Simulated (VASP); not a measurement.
Input:

```
CELL_PARAMETERS angstrom
      1.85106    -3.20613     0.00000
      1.85106     3.20613     0.00000
      0.00000     0.00000     6.55738
ATOMIC_POSITIONS crystal
  Sn 0.00000 0.00000 0.00000
  S  0.33333 0.66667 0.22530
  S  0.66667 0.33333 0.77470
```

All values below come from PBE GGA, VASP's PBE PAW potentials (set 64) (plane waves; VASP). Numerical set-up: 400 eV cut-off, 12×12×6 Γ-centred mesh, Gaussian smearing of 0.010 eV, potentials Sn_d S.

Without a dispersion term in the relaxation, distances and binding between the weakly bound layers, chains or molecules are unreliable, and so is what depends on them.

Problem. What does the run give for the energy per atom (σ→0)?

Solution. 
```json
{
 "energy per atom (σ→0)": "-4.407 eV/atom"
}
```

Total energies compare only between runs with the same potentials, cut-off and functional.

The compound is SnS2 in the 1T layered structure. It was relaxed first, which changed the volume by +14 %.
